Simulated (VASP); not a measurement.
Here is a VASP 6.6.1 calculation.

POSCAR

```
CBr2ClF
1.0
   12.0000000000      0.0000000000      0.0000000000
    0.0000000000     12.0000000000      0.0000000000
    0.0000000000      0.0000000000     12.0000000000
F C Cl Br
1 1 1 2
Direct
    0.5912000000      0.4045958300      0.5264625000
    0.4958083300      0.4580208300      0.5077208300
    0.4109666700      0.4459708300      0.6259625000
    0.4244250000      0.3905625000      0.3797041700
    0.5296833300      0.6129375000      0.4779208300
```

Contents of INCAR.step1:

```
  ALGO = Normal
  EDIFF = 1E-5
  ENCUT = 520
  GGA = PE
  ISIF = 2
  ISMEAR = 0
  LASPH = T
  LCHARG = F
  LREAL = F
  LWAVE = T
  NBANDS = 24
  NELM = 80
  PREC = Accurate
  SIGMA = 0.01
```

INCAR.step2

```
  ALGO = Normal
  EDIFF = 1E-6
  ENCUT = 520
  GGA = PE
  HFSCREEN = 0.2
  ISIF = 2
  ISMEAR = 0
  ISTART = 1
  IVDW = 2
  LASPH = T
  LCHARG = F
  LHFCALC = T
  LREAL = F
  LWAVE = F
  NBANDS = 24
  NELM = 80
  PREC = Accurate
  PRECFOCK = Normal
  SIGMA = 0.01
```

File KPOINTS:

```
k-points
0
Gamma
  1 1 1
```

Potentials or basis: VASP PAW PBE potentials, release 64 (F, C, Cl, Br).

Run with:

```console
$ cat potpaw_PBE.64/F/POTCAR potpaw_PBE.64/C/POTCAR potpaw_PBE.64/Cl/POTCAR potpaw_PBE.64/Br/POTCAR > POTCAR
$ cp INCAR.step1 INCAR
$ mpirun -np 1 vasp_gam > vasp.out
$ cp INCAR.step2 INCAR
$ mpirun -np 1 vasp_gam > vasp.out
```

Problem. Predict the largest force.

Solution. 0.554 eV/Å.

Problem. Estimate the dispersion energy per atom.

Solution. -0.002 eV.

Problem. Predict the Hirshfeld charges.

Solution. F -0.08; C +0.13; Cl -0.02; Br -0.01 e.

Problem. Estimate the gap between the frontier levels.

Solution. 5.63 eV.

Forces on the atoms (eV/Å):
```
F    0.399 -0.224  0.071
C   -0.503  0.231  0.029
Cl   0.094  0.015 -0.136
Br   0.017  0.016  0.029
Br  -0.008 -0.037  0.006
```

Caveat: the PAW data sets were made with another functional, which shifts forces and pressure a little.
